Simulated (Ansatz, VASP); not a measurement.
# Cross-check of In2TeS (In2STe, 1 layer) between VASP and Ansatz

Wanted: the spread between two codes on one cell, functional and k mesh. Of the first pair: The structure shown is the start of the Ansatz relaxation below; VASP solves that cell, so the two are compared at the walk's first step.

Method: plane waves, with VASP 6.6.1 beside it; single point at PBE, in Ansatz 0.2.0.

**1. Starting point**

The cell holds 4 atoms: 1 Te, 2 In and 1 S. Cell: a = 4.157 Å, b = 4.157 Å, c = 20.038 Å, α = 90.0°, β = 90.0°, γ = 120.0°. Vacuum lies along c.

**2. Ansatz: relaxation, PBE**

Ansatz runs on its default PAW (the set named soft_2) files.

The two programs are compared at the cell with which this relaxation starts, whose forces are those of its first step.

File input.yaml:

```yaml
crystal:
  lattice:
    - [4.1574, 0.0, 0.0]
    - [-2.0787, 3.6004140137, 0.0]
    - [0.0, 0.0, 20.0382444634]
  atoms:
    - { symbol: Te, position: [0.3333333333, 0.6666666667, 0.3742842849] }
    - { symbol: In, position: [0.0, 0.0, 0.4491007928] }
    - { symbol: In, position: [0.0, 0.0, 0.5908297754] }
    - { symbol: S, position: [0.3333333333, 0.6666666667, 0.6257157151] }
kpoints:
  mp_grid: { grid: [6, 6, 1] }
hamiltonian:
  xc: pbe
scf:
  occupations: { method: fermi_dirac, width: 0.05 }
  convergence: { dr2_threshold: 1.0e-08 }
efield:
  axis: 3
  dipole_correction: true
  ramp_position: 0.97
  ramp_width: 0.04
relax:
  f_tol: 0.01
  cell: { fix: [c, alpha, beta] }
output:
  write_potential: true
  write_density: true
  volumetric_format: npy
```

The run is started by

```sh
> ansatz run input.yaml --threads 4 --pin off --max-ram 8192MiB --backend cpu --events-out ev --progress --plain --runs-dir out
```

Numbers of over 12 decimals in the logs are rounded to 6 here.

Output:

```text
Warning: relax.cell: scf.convergence.dr2_threshold = 1e-8 eV is looser than the 4e-10 eV advised for a relaxation that steers and ends on the stress (1e-10 eV for each atom of the cell: 4). What an SCF threshold leaves in a stress goes as its square root, and in the free energy as the threshold itself, and one threshold admits the most on a small cell: [figures from the program's tests cut] Set scf.convergence.dr2_threshold to 4e-10 eV or tighter. The threshold is an SCF's pass mark: one that does not reach it within its budget of iterations ends unconverged, or closes short of it on a stop that the run arms, and scf.convergence.dr2_threshold's page says what that costs each kind of run
Engine: ansatz 0.2.0, aarch64-unknown-linux-gnu
Pseudopotentials: kind: paw
Pseudopotential: Te, paw, valence charge 16, recommended cutoff 420 eV (normal), Te.paw.azcp
Pseudopotential: In, paw, valence charge 13, recommended cutoff 420 eV (normal), In.paw.azcp
Pseudopotential: S, paw, valence charge 6, recommended cutoff 420 eV (normal), S.paw.azcp
Functional definition: PBE
  parameter kappa = 0.804
  parameter beta = 0.066725
  exchange = pbe_x(kappa = kappa, mu = beta*pi^2/3)
  correlation = pbe_c(beta = beta)
Crystal: 4 atoms, lattice volume = 299.940 Å³
Basis set: ecut = 420 eV, 5797 PW (Γ), exchange–correlation on 60×60×270 points (8 copies of the dense FFT grid, shifted against one another)
Bands: 29, of which v1, the nominal top of the filled ones, is band 24 counted from 1 (23 counted from 0)
Symmetry: 6 space group operations
Space group: P3m1 (ITA 156), of the structure as read, at distance tolerance 6.7e-5 Å
k-points: 7 of 36 (time reversal used)
Non-local potential: Te, projectors of the file, l = 0: 2, l = 1: 2, l = 2: 2, l = 3: 2
Non-local potential: In, projectors of the file, l = 0: 2, l = 1: 2, l = 2: 2, l = 3: 2
Non-local potential: S, projectors of the file, l = 0: 2, l = 1: 2, l = 2: 2
PAW form: soft (Blöchl's): semilocal exchange-correlation on the pseudo side does not see the compensation charge
PAW one-centre angular grid: Te, 590 points (default); XC on 64 Gauss nodes
PAW one-centre angular grid: In, 590 points (default); XC on 64 Gauss nodes
PAW one-centre angular grid: S, 110 points (default); XC on 64 Gauss nodes
Initial density: superposition of atomic densities (neutral atoms: chi_scale 0, normalization atom), corrected by the library's trained network
Initial wavefunctions: pseudopotential atomic-orbital guess
Functional: x = pbe(κ = 0.804, μ = 0.219515), c = pbe(β = 0.066725)
SCF iter   1: F=—  HF=-19079.042327 eV  |F-HF|=—  |Δ(HF+E_count)|=         —  Δρ=1.04e-3  dr2=6.61e-3  ethr=1.77e-3  p=0.026 e·Å  D=1.58e-2 V/Å  ΔV_dip=-0.32 eV  dr2_dipole=6.11e-4  V_vac-E_F(+/−)=4.50/4.82 eV  ⟨swp⟩=7.3  Hψ=1041  notcnv=0
efield: sawtooth ramp at fractional position 0.9700 (set: `efield.ramp_position`, or a place that a band, a saddle search or an elastic batch's reference lends), width 0.0400; the density the first Hamiltonian is built on has a dipole p = 0.026 e·Å; the dipole correction subtracts the counter field D = 1.58e-2 V/Å, which shifts the + side's vacuum level by -0.32 eV against the − side's; the planar-averaged density in the ramp window peaks in size at 1.5e-5 e/Å³
preconditioner: auto → Resta (q_TF=auto, 2.010 Å⁻¹)  ε∞=2.0  [insulator: Δε(μ)=0.615 eV  Ē_g=13.274 eV  σ=0.050 eV  W_gap=1.00  n_scr=54 (ndim 8)  ℏωp=13.2 eV  f_vac=0.574  D(μ)=0.01/eV (n_scr^D=0)  ε∞_Penn≈2.0  vacuum switching on, ρ_ref=1.3e-2 e/Å³]
SCF iter   2: F=—  HF=-19079.044395 eV  |F-HF|=—  |Δ(HF+E_count)|=   2.07e-3  Δρ=7.10e-4  dr2=7.62e-3  ethr=1.38e-5  p=0.037 e·Å  D=2.24e-2 V/Å  ΔV_dip=-0.45 eV  dr2_dipole=3.24e-3  V_vac-E_F(+/−)=4.46/4.90 eV  ⟨swp⟩=3.6  Hψ=527  notcnv=0  defer=3
SCF iter   3: F=—  HF=-19079.044683 eV  |F-HF|=—  |Δ(HF+E_count)|=   2.88e-4  Δρ=4.43e-4  dr2=5.78e-3  ethr=1.38e-5  p=0.019 e·Å  D=1.13e-2 V/Å  ΔV_dip=-0.23 eV  dr2_dipole=2.12e-3  V_vac-E_F(+/−)=4.61/4.83 eV  ⟨swp⟩=2.4  Hψ=260  notcnv=0  defer=3
SCF iter   4: F=—  HF=-19079.044662 eV  |F-HF|=—  |Δ(HF+E_count)|=   2.20e-5  Δρ=1.98e-4  dr2=4.18e-4  ethr=1.20e-5  p=0.024 e·Å  D=1.43e-2 V/Å  ΔV_dip=-0.29 eV  dr2_dipole=7.65e-5  V_vac-E_F(+/−)=4.58/4.87 eV  ⟨swp⟩=1.6  Hψ=217  notcnv=0  defer=3
SCF iter   5: F=—  HF=-19079.044911 eV  |F-HF|=—  |Δ(HF+E_count)|=   2.50e-4  Δρ=6.25e-5  dr2=2.06e-5  ethr=8.71e-7  p=0.024 e·Å  D=1.42e-2 V/Å  ΔV_dip=-0.29 eV  dr2_dipole=1.24e-6  V_vac-E_F(+/−)=4.60/4.88 eV  ⟨swp⟩=2.1  Hψ=241  notcnv=0  defer=3
[...]
SCF 5 converged in 6 iterations: F = -19079.273329 eV  dr2 = 1.74e-9
relax step   5: F+E_penalty+E_count = -19079.27332935 eV  Δ(F+E_penalty+E_count) = -2.040e-4 eV  max|allowed force component| = 6.784e-3 eV/Å  Δτ_max = 0.0026 Å  P = -0.013 GPa  Ω = 301.060 Å³  energy of the carried Pulay correction = -9.077e-5 eV  fix = [c, alpha, beta]  reactions: c +0.002 GPa  (6 SCF iters, accepted)
Initial wavefunctions: pseudopotential atomic-orbital guess (no wavefunctions were taken with the density)
iter 1 solved again at ethr=4.47e-7 eV; its pass at ethr=3.10e-3 eV (dr2=2.14e-4 eV) is discarded
SCF iter   1: F=—  HF=-19079.273228 eV  |F-HF|=—  |Δ(HF+E_count)|=         —  Δρ=2.30e-5  dr2=4.31e-8  ethr=4.47e-7  p=-0.043 e·Å  D=-2.60e-2 V/Å  ΔV_dip=0.52 eV  dr2_dipole=1.42e-10  V_vac-E_F(+/−)=5.29/4.77 eV  ⟨swp⟩=3.1  Hψ=1585  notcnv=0
efield: sawtooth ramp at fractional position 0.9700 (set: `efield.ramp_position`, or a place that a band, a saddle search or an elastic batch's reference lends), width 0.0400; the density the first Hamiltonian is built on has a dipole p = -0.043 e·Å; the dipole correction subtracts the counter field D = -2.60e-2 V/Å, which shifts the + side's vacuum level by +0.52 eV against the − side's; the planar-averaged density in the ramp window peaks in size at 2.6e-6 e/Å³
eigensolver tolerance schedule: the retry pair's looser diagonalisation over-reported the residual by 4971.13 of it (diagonalisation noise at 2.52 of the residual, at the tolerance the schedule requests for it); recorded, not acted on — ethr = c·dr2/N_el stays at c = 1.0e-1
SCF iter   2: F=—  HF=-19079.273307 eV  |F-HF|=—  |Δ(HF+E_count)|=   7.92e-5  Δρ=1.15e-5  dr2=1.22e-8  ethr=8.98e-11  p=-0.043 e·Å  D=-2.60e-2 V/Å  ΔV_dip=0.52 eV  dr2_dipole=4.40e-10  V_vac-E_F(+/−)=5.29/4.77 eV  ⟨swp⟩=3.3  Hψ=531  notcnv=0
SCF iter   3: F=—  HF=-19079.273385 eV  |F-HF|=—  |Δ(HF+E_count)|=   7.75e-5  Δρ=3.38e-6  dr2=1.58e-8  ethr=2.08e-11  p=-0.043 e·Å  D=-2.59e-2 V/Å  ΔV_dip=0.52 eV  dr2_dipole=5.35e-9  V_vac-E_F(+/−)=5.29/4.77 eV  ⟨swp⟩=14.3  Hψ=1582  notcnv=0
SCF iter   4: F=-19079.273399 eV  HF=-19079.273396 eV  |F-HF|=3.15e-6  |Δ(HF+E_count)|=   1.14e-5  Δρ=1.25e-6  dr2=5.87e-9  ethr=2.08e-11  p=-0.043 e·Å  D=-2.60e-2 V/Å  ΔV_dip=0.52 eV  dr2_dipole=2.62e-9  V_vac-E_F(+/−)=5.29/4.77 eV  ⟨swp⟩=7.4  Hψ=1291  notcnv=0
SCF 6 converged in 4 iterations: F = -19079.273399 eV  dr2 = 5.87e-9
relax step   6: F+E_penalty+E_count = -19079.27339926 eV  Δ(F+E_penalty+E_count) = -6.990e-5 eV  max|allowed force component| = 6.806e-3 eV/Å  Δτ_max = 0.0000 Å  P = -0.014 GPa  Ω = 301.060 Å³  fix = [c, alpha, beta]  reactions: c +0.001 GPa  stress off target by 2.14e-2 GPa on what of the cell is left free  SCF on the basis re-selected at this cell (its energy is not comparable with the rows above)  (4 SCF iters)
basis re-selected at this cell: Δ(F+E_penalty+E_count) = -6.990e-5 eV, ΔP = -0.001 GPa vs the last step (what re-selecting the basis moved, of the pressure what is left beyond the Pulay correction that the steps carried, after the strain that the cell walked since its last selection, with what the two solves' SCF thresholds leave and, on support functions, any second-order correction that the steps lacked; it is no m [...]
WARN: The output density's exchange-correlation potential varies sharply where the density is thin. Do not read a vacuum level from v_tot or v_xc, or from such a field of the output density. On a cell that repeats whose density bears no net charge and no dipole along the vacuum's axis use v_es (v_loc + v_h of the components); under efield.dipole_correction with no amplitude use v_es + v_field, which holds any externa [...]
SCF converged after 4 iterations
Free energy (F): -19079.273399 eV
Harris-Foulkes:  -19079.273396 eV  (|F-HF|=3.15e-6)
Internal energy: -19079.273389 eV  (E = F + TS)
E sigma→0 (E₀):  -19079.273394 eV
Entropy (-TS):   -0.000010 eV (-0.003 meV/atom)
Fermi energy:    -0.098146 eV
Dipole field:    D = -0.025903 V/Å  (p = -0.043096 e·Å, saw-weighted, corrected)
Work function:   Φ+ = 5.2939 eV   Φ− = 4.7749 eV
Levels:          The Fermi level and band energies are counted from a zero that moves with the ramp; work functions are not
--- Per-component energies (eV) ---
  E_band       = -751.699052
  E_kinetic    = 770.105786
  E_local      = -23005.371097  (includes V_loc(G=0)·N_el)
  E_nonlocal   = 452.800918
  E_hartree    = 11205.416203
  E_xc         = -650.232158
  E_vxc        = -387.670797  (∫ρ·V_xc dr)
  E_paw        = -13572.811642  (= ΣΔE_a)
  E_vpaw       = -992.213103  (= ΣTr[D̂ρ^β])
  E_aug_tail   = -0.000136  (compensation charges beyond the density's cutoff)
  E_efield     = 0.000558  (sawtooth field / dipole correction)
  E_vefield    = -0.182156  (∫n·V_field dr)
  E_ewald      = 5720.818179
  E_smearing   = -0.000010  (= −TS)
  E_closure    = 0.000000  (closes the sum)
  Σ components = -19079.273399   (vs F -19079.273399, Δ=0.00e0)
--- Forces (eV/Å), atoms counted from 1 ---
  atom   1  Te     0.00000000     0.00000000    -0.00060194
  atom   2  In     0.00000000    -0.00000000    -0.00174201
  atom   3  In    -0.00000000    -0.00000000     0.00680515
  atom   4  S      0.00000000     0.00000000    -0.00446394
  max |Σ_I F_I| component: 2.75e-6 eV/Å
--- Stress (GPa, compression-positive) ---
       -0.021395       0.000000      -0.000000
        0.000000      -0.021395       0.000000
       -0.000000       0.000000       0.001434
  P = ⅓ Tr σ = -0.0138 GPa (-0.138 kbar)
--- Band table (eV; the first three rows and the last of 7) ---
  k-point 0: bands = [... 20 lower, -2.2001, -1.0207, -0.5639, -0.5639, 0.3326, 2.1481, 3.6403, 3.6403, ... 1 higher]
  k-point 1: bands = [... 20 lower, -2.4251, -1.9341, -0.9279, -0.8942, 1.1195, 2.4286, 3.3582, 3.9172, ... 1 higher]
  k-point 2: bands = [... 20 lower, -2.8186, -2.4802, -1.4973, -1.2300, 1.2010, 1.6988, 3.3246, 3.7150, ... 1 higher]
  k-point 6: bands = [... 20 lower, -3.4266, -2.5565, -2.0111, -1.9652, 1.6405, 1.8573, 3.2130, 4.1075, ... 1 higher]
--- Relaxed structure (5 steps of the walk, 5 accepted, 1 SCFs on fresh bases) ---
  F+E_penalty+E_count = -19079.27339926 eV   max|allowed force component| = 6.806e-3 eV/Å   (the final SCF, on the basis selected at the relaxed cell)
  cell:  # Å, volume = 301.0596 Å³
    - [4.165154, 5.739109260183606e-19, 0]
    - [-2.082577, 3.607129, 0]
    - [0, 0, 20.0382444634]
  atoms:
    - { symbol: Te, position: [0.333333, 0.666667, 0.370651] }
    - { symbol: In, position: [0, -3.700743415524894e-17, 0.445282] }
    - { symbol: In, position: [0, -3.700743415524894e-17, 0.586264] }
    - { symbol: S, position: [0.333333, 0.666667, 0.637734] }
```

**3. VASP: single point, PBE, start cell, pair 1**

The same cell, functional, mesh and smearing now go to VASP, with its own data sets.

Lines of VASP's logs that name or quote its potential files are left out, and so is its time.

File INCAR:

```
SYSTEM = In2TeS
PREC = Accurate
ENCUT = 400
EDIFF = 1E-06
NELM = 120
ISMEAR = -1
SIGMA = 0.05
LREAL = .FALSE.
ALGO = Normal
GGA = PE
NBANDS = 25
LORBIT = 11
LWAVE = .FALSE.
LCHARG = .FALSE.
ISIF = 2
LDIPOL = .TRUE.
IDIPOL = 3
DIPOL = 0.5 0.5 0.511
LVHAR = .TRUE.
LASPH = .TRUE.
GGA_COMPAT = .FALSE.
EFERMI = MIDGAP
NELMDL = -8
```

File POSCAR:

```
In2TeS
1.0
    4.1574000000      0.0000000000      0.0000000000
   -2.0787000000      3.6004140000      0.0000000000
    0.0000000000      0.0000000000     20.0382440000
Te In S
1 2 1
Direct
    0.3333333333      0.6666666667      0.3742842936
    1.0000000000      0.0000000000      0.4491007795
    1.0000000000      0.0000000000      0.5908297653
    0.3333333333      0.6666666667      0.6257157064
```

File KPOINTS:

```
Automatic mesh
0
Gamma
6 6 1
0 0 0
```

PAW data sets: Te, In_d and S (PBE family, release 64).

The run is started by

```sh
> mpirun -np 1 vasp_std
```

Output:

```text
[banner, memory and clock lines left out]
running    1 mpi-ranks, on    1 nodes
 distrk:  each k-point on    1 cores,    1 groups
 distr:  one band on    1 cores,    1 groups

 POSCAR found type information on POSCAR TeInS
 POSCAR found :  3 types and       4 ions
 LDA part: xc-table for (Slater+PW92), standard interpolation
 POSCAR, INCAR and KPOINTS ok, starting setup
 FFT: planning ... GRIDC
 FFT: planning ... GRID_SOFT
 FFT: planning ... GRID
 WAVECAR not read
 entering main loop
       N       E                     dE             d eps       ncg     rms          rms(c)
DAV:   1     0.276379600628E+03    0.27638E+03   -0.14308E+04   382   0.106E+03
DAV:   2     0.134305305971E+02   -0.26295E+03   -0.25751E+03   407   0.289E+02
DAV:   3    -0.135329522836E+02   -0.26963E+02   -0.26849E+02   483   0.119E+02
DAV:   4    -0.142906156091E+02   -0.75766E+00   -0.75693E+00   467   0.248E+01
DAV:   5    -0.143227644047E+02   -0.32149E-01   -0.32148E-01   531   0.376E+00
DAV:   6    -0.143237875148E+02   -0.10231E-02   -0.10231E-02   540   0.645E-01
DAV:   7    -0.143238115125E+02   -0.23998E-04   -0.23998E-04   540   0.901E-02
DAV:   8    -0.143238122910E+02   -0.77852E-06   -0.77858E-06   492   0.174E-02    0.885E+00
DAV:   9    -0.137339919878E+02    0.58982E+00   -0.10829E+00   514   0.198E+01    0.575E+00
DAV:  10    -0.137174156353E+02    0.16576E-01   -0.93343E-01   588   0.951E+00    0.139E+00
DAV:  11    -0.137016326893E+02    0.15783E-01   -0.14681E-01   535   0.489E+00    0.133E+00
DAV:  12    -0.137026812689E+02   -0.10486E-02   -0.11511E-02   451   0.653E-01    0.755E-01
DAV:  13    -0.137029277907E+02   -0.24652E-03   -0.20268E-03   547   0.400E-01    0.321E-01
DAV:  14    -0.137029257524E+02    0.20383E-05   -0.62768E-04   476   0.232E-01    0.154E-01
[...]
DAV:  20    -0.137031033769E+02   -0.15029E-04   -0.13538E-06   323   0.824E-03    0.151E-02
DAV:  21    -0.137031255065E+02   -0.22130E-04   -0.11246E-06   304   0.640E-03    0.518E-03
DAV:  22    -0.137031406182E+02   -0.15112E-04   -0.56024E-07   304   0.469E-03    0.279E-03
DAV:  23    -0.137031557686E+02   -0.15150E-04   -0.50477E-07   286   0.653E-03    0.345E-03
DAV:  24    -0.137031593105E+02   -0.35419E-05   -0.16095E-07   307   0.219E-03    0.309E-03
DAV:  25    -0.137031640734E+02   -0.47629E-05   -0.11637E-07   268   0.150E-03    0.162E-03
DAV:  26    -0.137031661581E+02   -0.20847E-05   -0.58794E-08   279   0.128E-03    0.879E-04
DAV:  27    -0.137031666384E+02   -0.48028E-06   -0.13984E-08   264   0.632E-04
   1 F= -.13703167E+02 E0= -.13703082E+02  d E =-.168733E-03
```

From OUTCAR (step 3):

```text
ion  position               nearest neighbor table
   1  0.333  0.667  0.374-   2 2.83   2 2.83   2 2.83
   2  0.000  0.000  0.449-   1 2.83   1 2.83   1 2.83   3 2.84
   3  0.000  0.000  0.591-   4 2.50   4 2.50   4 2.50   2 2.84
   4  0.333  0.667  0.626-   3 2.50   3 2.50   3 2.50

  LATTYP: Found a hexagonal cell.
 ALAT       =     4.1574000000
 C/A-ratio  =     4.8198980132

 Subroutine GETGRP returns: Found  6 space group operations
 (whereof  6 operations were pure point group operations)

The static configuration has the point symmetry C_3v.

 Found      7 irreducible k-points:

   k-points           NKPTS =      7   k-points in BZ     NKDIM =      7   number of bands    NBANDS=     25

   dimension x,y,z NGX =    28 NGY =   28 NGZ =  140
   dimension x,y,z NGXF=    56 NGYF=   56 NGZF=  280

   ENCUT  =  400.0 eV  29.40 Ry    5.42 a.u.   6.78  6.78 32.68*2*pi/ulx,y,z

   NELECT =      38.0000    total number of electrons

 k-points in reciprocal lattice and weights: Automatic mesh
   0.00000000  0.00000000  0.00000000       0.028
   0.16666667  0.00000000  0.00000000       0.167
   0.33333333 -0.00000000  0.00000000       0.167
   0.50000000 -0.00000000  0.00000000       0.083
   0.16666667  0.16666667  0.00000000       0.167
   0.33333333  0.16666667  0.00000000       0.333
   0.33333333  0.33333333  0.00000000       0.056

 dipolmoment           0.000000      0.000000     -0.025005 electrons x Angstroem

 average (electrostatic) potential at core
       1 -94.7198       2-101.8635       3-102.5807       4 -92.7668

 E-fermi :  -0.7546

 k-point     1 :       0.0000    0.0000    0.0000
  band No.  band energies     occupation
    ...
     15      -3.6149      2.00000
     16      -3.6149      2.00000
     17      -2.0511      2.00000
     18      -1.0596      1.99552
     19      -1.0596      1.99552
     20      -0.4845      0.00898
     21       1.7039      0.00000
     22       2.7400      0.00000
     23       2.7400      0.00000
     24       3.3244      0.00000
    ...

 k-point     2 :       0.1667    0.0000    0.0000
  band No.  band energies     occupation
    ...
     15      -3.9709      2.00000
     16      -3.8930      2.00000
     17      -2.4502      2.00000
     18      -1.4940      2.00000
     19      -1.4271      2.00000
     20       0.1167      0.00000
     21       1.8387      0.00000
     22       2.6575      0.00000
     23       3.2133      0.00000
     24       3.3940      0.00000
    ...

 k-point     3 :       0.3333   -0.0000    0.0000
  band No.  band energies     occupation
    ...
     15      -4.3685      2.00000
     16      -4.2067      2.00000
     17      -3.1301      2.00000
     18      -2.0020      2.00000
     19      -1.7201      2.00000
     20       0.2436      0.00000
     21       1.2344      0.00000
     22       2.5986      0.00000
     23       3.3792      0.00000
     24       3.6653      0.00000
    ...

  Total        2.7236744      2.7236744      0.8950088      0.0000000      0.0000000      0.0000000
  in kB       14.5489571     14.5489570      4.7808376      0.0000000      0.0000000      0.0000000
  external PRESSURE =      11.2929173 kB  Pullay stress =       0.0000000 kB

  energy-cutoff  :      400.00
  volume of cell :      299.94
      direct lattice vectors                 reciprocal lattice vectors
     4.157400000  0.000000000  0.000000000     0.240534950  0.138872919  0.000000000
    -2.078700000  3.600414000  0.000000000     0.000000000  0.277745837  0.000000000
     0.000000000  0.000000000 20.038244000     0.000000000  0.000000000  0.049904572

 POSITION                                       TOTAL-FORCE (eV/Angst)
 -----------------------------------------------------------------------------------
     -0.00000      2.40028      7.50000         0.000000      0.000000     -0.003561
      0.00000      0.00000      8.99919         0.000000      0.000000     -0.017926
      0.00000      0.00000     11.83919        -0.000000     -0.000000     -1.224638
     -0.00000      2.40028     12.53824        -0.000000      0.000000      1.246125
 -----------------------------------------------------------------------------------
    total drift:                                0.000000     -0.000000     -0.000343

  FREE ENERGIE OF THE ION-ELECTRON SYSTEM (eV)
  ---------------------------------------------------
  free  energy   TOTEN  =       -13.7031666384 eV

  energy  without entropy=      -13.7029979050  energy(sigma->0) =      -13.70308227

 vacuum level on the upper side and lower side of the slab         3.835         4.138

 total charge
# of ion       s       p       d       tot
------------------------------------------
    1        1.383   2.007   0.023   3.413
    2        0.888   0.663   9.867  11.418
    3        0.848   0.644   9.905  11.397
    4        1.338   2.395   0.000   3.733
--------------------------------------------------
tot          4.458   5.709  19.795  29.961

[... 3 further parts left out ...]
```

(Part 1 of 2 ends here.)

[Lines on the potential files, build, host, timing and source positions are cut from VASP's logs without a mark.]

[Logs are printed without paths, hosts, clocks, repeated set-up lines and the standing remarks that a program may print on its own settings, such as how far it seeks lower states.]

[Hosts, paths, dates, database ids (printed as entryN), source tags and the programs' standing remarks are cut or masked in the printed files.]
